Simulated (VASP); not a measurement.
Given:

```
CELL_PARAMETERS angstrom
      1.24912    -2.13667     0.00000
      1.24912     2.13667     0.00000
      0.00000     0.00000     6.87972
ATOMIC_POSITIONS crystal
  C  0.00000 0.00000 0.25000
  C  0.00000 0.00000 0.75000
  C  0.33333 0.66667 0.25000
  C  0.69698 0.36365 0.75000
```

Level of theory: PBE GGA, VASP's PBE PAW potentials (set 64) (plane waves; VASP). Settings: 520 eV cut-off, 17×17×5 Γ-centred mesh, first-order Methfessel-Paxton smearing of 0.10 eV, potentials C.

Task: Which forces act on the atoms, in eV/Å?

Result: 
```tsv
atom	Fx	Fy	Fz
C1	0.009	0.142	0.000
C2	3.804	0.241	0.000
C3	-0.008	-0.141	0.000
C4	-3.805	-0.243	0.000
```

Task: Give the stress tensor in GPa (positive for a compressed cell).

Result: 
```
-10.43    3.14    0.00
  3.14   -0.55    0.00
  0.00    0.00    2.59
```
The pressure is its mean diagonal, -2.79 GPa.

The compound is C in the graphite structure. The cell was not relaxed at this level. The run is one of a series of settings (KPOINTS 17×17×5 Γ-centred mesh against the base run), some of them coarse on purpose.
